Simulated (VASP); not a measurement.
A convergence study with VASP on GaN (wurtzite): one setting is varied, all else stays as given below, so the limit is that of these other settings.

```
GaN
1.0
    1.59500    -2.76262     0.00000
    1.59500     2.76262     0.00000
    0.00000     0.00000     5.19000
Ga N
2 2
Direct
  0.66667   0.33333   0.50000
  0.33333   0.66667   0.00000
  0.66667   0.33333   0.87700
  0.33333   0.66667   0.37700
```

Calculation: PBE GGA, VASP's PBE PAW potentials (set 64) (plane waves; VASP 6.6.1). The tightest run used: 700 eV cut-off, 7×7×4 Γ-centred mesh, Gaussian smearing of 0.010 eV, potentials Ga_d N.

```tsv
setting	highest Γ mode (cm⁻¹)	plane waves
ENCUT = 300	701.4	556
ENCUT = 400	675.6	848
ENCUT = 500	678.8	1182
```

These are the cheaper rows. Estimate the results at ENCUT = 700, and how far the last row shown lies from them.

```csv
quantity,tightest run,last row shown is off by
highest Γ mode (cm⁻¹),678.7,0.1
```

Left out are rungs that failed or repeat a setting and relaxations that didn't move; long series are thinned to 24 rows.

The compound is GaN in the wurtzite structure. The cell was not relaxed at this level.
